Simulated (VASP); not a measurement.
An input for Ansatz (written as the equivalent of a VASP run, and not itself run):

Ansatz 0.2 input:
```yaml
crystal:
  lattice:
    - [0.0000000, 2.3723896, 2.3723896]
    - [2.3723896, 0.0000000, 2.3723896]
    - [2.3723896, 2.3723896, 0.0000000]
  atoms:
    - { symbol: Sn, position: [0.0000000, 0.0000000, 0.0000000] }
    - { symbol: C, position: [0.5000000, 0.5000000, 0.5000000] }
kpoints:
  mp_grid: { grid: [13, 13, 13] }
hamiltonian:
  xc: pbesol
  pseudopotentials: { kind: paw }
scf:
  occupations: { method: methfessel_paxton, width: 0.1 }
  max_iter: 100
relax:
  max_steps: 40
  f_tol: 0.02
  cell: {}
output: { forces: true, stress: true, eigenvalues: true }
```

Task: Translate this input to VASP (INCAR, KPOINTS, POSCAR, choice of POTCAR).

Result: Several could match; the one computed here: 
**INCAR**
```
ALGO = Normal
EDIFF = 1E-6
EDIFFG = -0.02
ENCUT = 620
GGA = PS
IBRION = 2
ISIF = 3
ISMEAR = 1
LASPH = T
LCHARG = F
LMAXMIX = 4
LREAL = F
LWAVE = F
NELM = 100
NSW = 40
PREC = Accurate
SIGMA = 0.1
SYSTEM = SnC
```

### KPOINTS
```
Automatic mesh
0
gamma
  13 13 13
0 0 0
```

**POSCAR**
```
SnC
1
    0.0000000000     2.3723895514     2.3723895514
    2.3723895514     0.0000000000     2.3723895514
    2.3723895514     2.3723895514     0.0000000000
Sn C
1 1
Direct
  0.0000000000   0.0000000000   0.0000000000
  0.5000000000   0.5000000000   0.5000000000
```

POTCAR, in this order: Sn_d C (PBE.64 set). Program: vasp_std.

Limits of the translation: each code has its own PAW files, so the cut-off isn't converted (ENCUT is set for VASP's; basis.ecutwfc is left out, and Ansatz then takes the one that its files recommend); Ansatz stops its SCF on the density residual and VASP on the energy change (EDIFF).

The structure was generated: SnC was put into the rock salt type (Fm-3m), which need not be its known phase. It was relaxed first, which changed the volume by +7 %.
